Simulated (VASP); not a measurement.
An input for Ansatz (written as the equivalent of a VASP run, and not itself run):

Ansatz 0.2 input:
```yaml
crystal:
  lattice:
    - [0.0000000, 1.9308556, 1.9308556]
    - [1.9308556, 0.0000000, 1.9308556]
    - [7.7003972, 7.7003972, 0.0230251]
  atoms:
    - { symbol: Pd, position: [0.0042913, 0.0042913, 0.9967815] }
    - { symbol: Pd, position: [0.0000000, 0.0000000, 0.2500000] }
    - { symbol: Pd, position: [0.9957087, 0.9957087, 0.5032185] }
    - { symbol: Ir, position: [0.0000000, 0.0000000, 0.7500000] }
kpoints:
  mp_grid: { grid: [15, 15, 4] }
hamiltonian:
  xc: pbesol
  pseudopotentials: { kind: paw }
scf:
  occupations: { method: tetrahedron }
  max_iter: 100
output: { forces: true, stress: true, eigenvalues: true }
```

Q: Translate this input to VASP (INCAR, KPOINTS, POSCAR, choice of POTCAR).

A: This is not unique; one that fits is 
INCAR:
```
! general
SYSTEM =IrPd3
PREC   =Accurate
ENCUT  =400
LREAL  =.FALSE.
LASPH  =.TRUE.   ! aspherical one-centre terms

! electronic loop
EDIFF  =1E-7   ! SCF stop (eV)
NELM   =100
ALGO   =Normal
LMAXMIX=6

! smearing
ISMEAR =-5   ! tetrahedra, Bloechl

! functional
GGA    =PS

! ions
ISIF   =2   ! forces and stress, cell fixed

! output
LWAVE  =.FALSE.
LCHARG =.TRUE.
LORBIT =11   ! lm-projected
NEDOS  =601

! other
LEFG   =.TRUE.
```

### KPOINTS
```
Automatic mesh
0
Gamma
15 15 4
0 0 0
```

POSCAR:
```
IrPd3
1
    0.0000000000     1.9308555925     1.9308555925
    1.9308555925     0.0000000000     1.9308555925
    7.7003972294     7.7003972294     0.0230251409
Pd Ir
3 1
Direct
  0.0042912988   0.0042912988   0.9967815259
  0.0000000000   0.0000000000   0.2500000000
  0.9957087012   0.9957087012   0.5032184741
  0.0000000000   0.0000000000   0.7500000000
```

POTCAR, in this order: Pd Ir (PBE.64 set). Program: vasp_std.

Limits of the translation: each code has its own PAW files, so the cut-off isn't converted (ENCUT is set for VASP's; basis.ecutwfc is left out, and Ansatz then takes the one that its files recommend); Ansatz stops its SCF on the density residual and VASP on the energy change (EDIFF); the field gradients of LEFG aren't asked of the other code.

The structure was generated: IrPd3 was put into an ordered model structure (R-3m), which need not be its known phase. It was relaxed first.
